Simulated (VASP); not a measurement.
Here is the system:

```xyz
2
Lattice="0.0000 2.6907 2.6907 2.6907 0.0000 2.6907 2.6907 2.6907 0.0000" Properties=species:S:1:pos:R:3 pbc="T T T"
Mg     0.0000     0.0000     0.0000
Se     2.6907     2.6907     2.6907
```

Calculation: TPSS meta-GGA, VASP's PBE PAW potentials (set 64) (plane waves; VASP). Run with 520 eV cut-off, 8×8×8 Γ-centred mesh, Gaussian smearing of 0.050 eV, potentials Mg Se.

Task: Give the stress tensor in GPa (positive for a compressed cell).

Result: 
```
4.48  0.00  0.00
0.00  4.48  0.00
0.00  0.00  4.48
```
The pressure is its mean diagonal, 4.48 GPa.

The compound is MgSe in the rock salt structure. This cell is one point of a volume scan, at 0.94 of the reference volume.
